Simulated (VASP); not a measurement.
Method: r2SCAN meta-GGA, VASP's PBE PAW potentials (set 64) (plane waves; VASP).

VASP input:

**POSCAR**
```
WC
1
   -0.0000000000     2.1854118220     2.1854118220
    2.1854118220     0.0000000000     2.1854118220
    2.1854118220     2.1854118220    -0.0000000000
W C
1 1
Direct
  0.0000000000   0.0000000000   0.0000000000
  0.5000000000   0.5000000000   0.5000000000
```

### KPOINTS
```
Automatic mesh
0
Gamma
13 13 13
0 0 0
```

**INCAR**
```
! general
SYSTEM  = WC
PREC    = Accurate
ENCUT   = 520   ! plane-wave cut-off (eV)
LREAL   = .False.
LASPH   = .True.

! electronic loop
EDIFF   = 1E-6
NELM    = 100
ALGO    = Normal   ! blocked Davidson
LMAXMIX = 6   ! l cut-off of mixed one-centre charges
LMIXTAU = .True.

! smearing
ISMEAR  = 1   ! Methfessel-Paxton
SIGMA   = 0.1   ! width (eV)

! functional
METAGGA = R2SCAN

! ions
IBRION  = 2   ! conjugate gradients
NSW     = 60   ! most ionic steps
ISIF    = 3   ! ions, shape and volume
EDIFFG  = -0.01   ! ionic stop

! output
LWAVE   = .False.
LCHARG  = .False.
```

POTCAR, in this order: W_sv C (PBE.64 set). Program: vasp_std.

Problem. What will the output report for the number of irreducible k-points (NKPTS), number of bands (NBANDS), largest plane-wave count, number of space-group operations, FFT grid (NGX, NGY, NGZ)?

Solution. 
| Quantity | Result |
|---|---|
| number of irreducible k-points (NKPTS) | 84 |
| number of bands (NBANDS) | 13 |
| largest plane-wave count | 572 |
| number of space-group operations | 48 |
| FFT grid (NGX, NGY, NGZ) | 24 × 24 × 24 |

The structure was generated: WC was put into the rock salt type (Fm-3m), which need not be its known phase. This run relaxes it. Symmetry was kept, so distortions that lower it aren't found. The start is the result of an earlier pass. VASP warned that the highest band is occupied, so more bands are needed.
